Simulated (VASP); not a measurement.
A run of VASP 6.6.1:

Contents of POSCAR:

```
SrTl3
1.0
    4.9441870000      0.0000000000      0.0000000000
    0.0000000000      4.9441870000      0.0000000000
    0.0000000000      0.0000000000      4.9441870000
Sr Tl
1 3
Direct
    0.0000000000      0.0000000000      0.0000000000
    0.0000000000      0.5000000000      0.5000000000
    0.5000000000      0.0000000000      0.5000000000
    0.5000000000      0.5000000000      0.0000000000
```

File INCAR.step1:

```
SYSTEM = SrTl3
PREC = Accurate
ENCUT = 520
ISMEAR = 1
SIGMA = 0.1
LREAL = .False.
LASPH = .True.
NELM = 100
NBANDS = 32
GGA = PE
ALGO = Normal
EDIFF = 1E-4
LWAVE = .True.
LCHARG = .False.
```

File INCAR.step2:

```
SYSTEM = SrTl3
PREC = Accurate
ENCUT = 520
EDIFF = 1E-6
ISMEAR = 1
SIGMA = 0.1
LREAL = .False.
LASPH = .True.
NELM = 100
ALGO = Normal
ISIF = 2
LWAVE = .False.
LCHARG = .False.
METAGGA = R2SCAN
LMIXTAU = .True.
NBANDS = 32
ISTART = 1
```

KPOINTS

```
regular mesh
0
Gamma
  5 5 5
  0 0 0
```

Potentials or basis: VASP PAW PBE potentials, release 64 (Sr_sv, Tl_d).

Command:

```console
$ cat potpaw_PBE.64/Sr_sv/POTCAR potpaw_PBE.64/Tl_d/POTCAR > POTCAR
$ cp INCAR.step1 INCAR
$ mpirun -np 1 vasp_std > vasp.out
$ cp INCAR.step2 INCAR
$ mpirun -np 1 vasp_std > vasp.out
```

Hardware: 1 thread of Intel(R) Xeon(R) Platinum 8375C CPU @ 2.90GHz (Ice Lake), with other jobs on the host.

**Question.** How long does it take, and how much memory?

**Answer.** It took 4 min on 1 thread of Intel(R) Xeon(R) Platinum 8375C CPU @ 2.90GHz (Ice Lake), on a shared host, peak memory 0.27 GiB. Counts: scf iterations 10, k points 10.
